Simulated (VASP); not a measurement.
A run of VASP 6.6.1:

INCAR

```
ALGO = Normal ; EDIFF = 1E-7
ENCUT = 520 ; GGA = PE
ISIF = 2 ; ISMEAR = -1
LASPH = True ; LCHARG = False
LREAL = False ; LWAVE = False
NBANDS = 21 ; NELM = 60
PREC = Accurate ; SIGMA = 0.05
```

KPOINTS

```
k-points
0
Gamma
  6 6 6
```

POSCAR

```
Cs2Ba
1.0
    0.0000000000      4.1442049100      4.1442049100
    4.1442049100      0.0000000000      4.1442049100
    4.1442049100      4.1442049100      0.0000000000
Cs Ba
2 1
Direct
    0.7500000000      0.7500000000      0.7500000000
    0.2500000000      0.2500000000      0.2500000000
    0.0000000000      0.0000000000      0.0000000000
```

Potentials or basis: VASP PAW PBE potentials, release 64 (Cs_sv, Ba_sv).

The run is started by

```sh
$ cat potpaw_PBE.64/Cs_sv/POTCAR potpaw_PBE.64/Ba_sv/POTCAR > POTCAR
$ mpirun -np 1 vasp_std > vasp.out
```

Hardware: 1 thread of Intel(R) Xeon(R) Platinum 8175M CPU @ 2.50GHz (Skylake/Cascade Lake), on a shared host.

Task: How long does it take, and how much memory?

Result: Run time: 2.3 min on 1 thread of Intel(R) Xeon(R) Platinum 8175M CPU @ 2.50GHz (Skylake/Cascade Lake), with other jobs on the host, peak memory 0.32 GiB. Counts: scf iterations 14, k points 16.
